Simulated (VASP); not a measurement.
Here is the system:

```
CELL_PARAMETERS angstrom
      0.00000     3.13268     3.13268
      3.13268     0.00000     3.13268
      3.13268     3.13268     0.00000
ATOMIC_POSITIONS crystal
  Al 0.25000 0.25000 0.25000
  Al 0.75000 0.75000 0.75000
  Au 0.00000 0.00000 0.00000
```

Computed with vdW-DF2, VASP's PBE PAW potentials (set 64) (plane waves; VASP 6.6.1). Run with 520 eV cut-off, 9×9×9 Γ-centred mesh, first-order Methfessel-Paxton smearing of 0.10 eV, potentials Al Au.

### Question
Give the stress tensor in GPa (positive for a compressed cell).

### Answer

```
-2.07   0.00   0.00
 0.00  -2.07   0.00
 0.00   0.00  -2.07
```
The pressure is its mean diagonal, -2.07 GPa.

The compound is AuAl2 in the fluorite structure. This cell is one point of a volume scan, at 1.03 of the reference volume. The electron count is odd and the run is not spin-polarised, which forces a metal.
